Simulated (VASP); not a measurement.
Al$_{2}$ZnS$_{4}$ (space group Cm): computed properties

Computed with LDA (Ceperley-Alder, Perdew-Zunger), VASP's LDA PAW potentials (set 64) (plane waves; VASP 6.6.1).

For Al2ZnS4, the space group comes out as Cm (8) and the cell comes out as a = 13.6204 Å, b = 3.6268 Å, c = 6.3033 Å, α = 90.00°, β = 117.41°, γ = 90.00°. The volume per atom is 19.74 Å³/atom, the band gap (over mesh and band path) is 1.05 eV and the smallest direct gap (over mesh and band path) is 1.08 eV. The band-edge character is indirect, Y2 to D and the density is 2.97 g/cm³.

```
CELL_PARAMETERS angstrom
      6.80986    -1.81339    -0.06655
      6.80986     1.81339    -0.06655
     -2.84675     0.00000     5.62385
ATOMIC_POSITIONS crystal
  Al 0.76193 0.76193 0.43048
  Al 0.26715 0.26715 0.92819
  Zn 0.47479 0.47479 0.82115
  S  0.68120 0.68120 0.01427
  S  0.94134 0.94134 0.57643
  S  0.18212 0.18212 0.51503
  S  0.44145 0.44145 0.13113
```

The structure comes from a computed database's Al2ZnS4 entry (Cm); how it stands against other phases isn't given here. It was relaxed first, which changed the volume by -9 %. Symmetry was kept, so distortions that lower it aren't found.
